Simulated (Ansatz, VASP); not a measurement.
# TiRh in VASP and in Ansatz

```
Ti Rh
1.0
     2.94762    0.00000    0.00000
     0.00000    2.94762    0.00000
     0.00000    0.00000    3.30472
Ti Rh
1 1
Direct
  0.50000 0.50000 0.50000
  0.00000 0.00000 0.00000
```

Change from the starting cell: volume scaled by 0.96.

Alike in both runs: task single point; functional PBEsol; k mesh 11 × 11 × 10; occupations fermi-dirac, width 0.05 eV; no spin polarisation.

|  | VASP | Ansatz |
| --- | --- | --- |
| version | VASP 6.6.1 | Ansatz 0.2.0 |
| potentials or method | VASP PAW PBE potentials, release 64 (Ti_sv, Rh_pv), cutoff 520 eV | all-electron LAPW, scalar-relativistic |

VASP gave:

| Item | Value |
| --- | --- |
| pressure (GPa) | 1.2 |
| largest component of the traceless stress (GPa) | 2.21 |

Question: Which values does Ansatz return?

Answer: Pressure (GPa): 1.3; largest component of the traceless stress (GPa): 2.19.

Ansatz ran all-electron here, so the differences hold the error of VASP's frozen core and of both bases.

Caveats: the PAW data sets were made with another functional, which shifts forces and pressure a little (VASP).
